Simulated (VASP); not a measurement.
Consider the following.

```
CELL_PARAMETERS angstrom
      3.14506     0.00000     0.00000
     -1.57253     2.72370     0.00000
      0.00000     0.00000     5.09755
ATOMIC_POSITIONS crystal
  Al 0.00000 0.00000 0.99935
  Ga 0.66667 0.33333 0.49741
  N  0.66667 0.33333 0.11154
  N  0.00000 0.00000 0.62809
```

Method: r2SCAN meta-GGA, VASP's PBE PAW potentials (set 64) (plane waves; VASP). Run with 520 eV cut-off, 9×9×5 Γ-centred mesh, tetrahedra with Blöchl corrections, potentials Al Ga_d N.

### Question
What does the run give for the energy per atom (σ→0), band gap (over mesh and band path) with the smallest direct gap where there is one?

### Answer

The band gap (over mesh and band path) is 3.38 eV, the smallest direct gap (over mesh and band path) is 3.38 eV and the energy per atom (σ→0) is -10276 meV/atom.

Total energies compare only between runs with the same potentials, cut-off and functional.

The structure comes from a computed database's AlGaN2 entry (P3m1); how it stands against other phases isn't given here. It was relaxed first.
